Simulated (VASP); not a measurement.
# Eu (relaxed from the simple-cubic structure, space group Pm-3m): computed properties

Method: PBEsol GGA, VASP's PBE PAW potentials (set 64) (plane waves; VASP).

```
Quantity                                                                                                   Value
----------------------------------  ----------------------------------------------------------------------------
space group                                                                                          Pm-3m (221)
cell                                a = 3.3119 Å, b = 3.3119 Å, c = 3.3119 Å, α = 90.00°, β = 90.00°, γ = 90.00°
volume per atom                                                                                    36.33 Å³/atom
band gap (over mesh and band path)                                      none (metal, semimetal or under 0.01 eV)
density                                                                                               6.95 g/cm³
C11                                                                                                     52.4 GPa
C12                                                                                                     -4.6 GPa
C44                                                                                                     -5.1 GPa
```

```
CELL_PARAMETERS angstrom
      3.31191     0.00000     0.00000
      0.00000     3.31191     0.00000
      0.00000     0.00000     3.31191
ATOMIC_POSITIONS crystal
  Eu 0.00000 0.00000 0.00000
```

The 4f electrons are frozen in the core of the lanthanide potential, so 4f levels, which can set the real gap, and their magnetism are missing.  Finite-difference elastic constants of metals are sensitive to mesh and smearing; shear constants can be off by tens of GPa.

The structure was generated: Eu was put into the simple-cubic type (Pm-3m), which need not be its known phase. It was relaxed first, which changed the volume by -34 %. Symmetry was kept, so distortions that lower it aren't found.
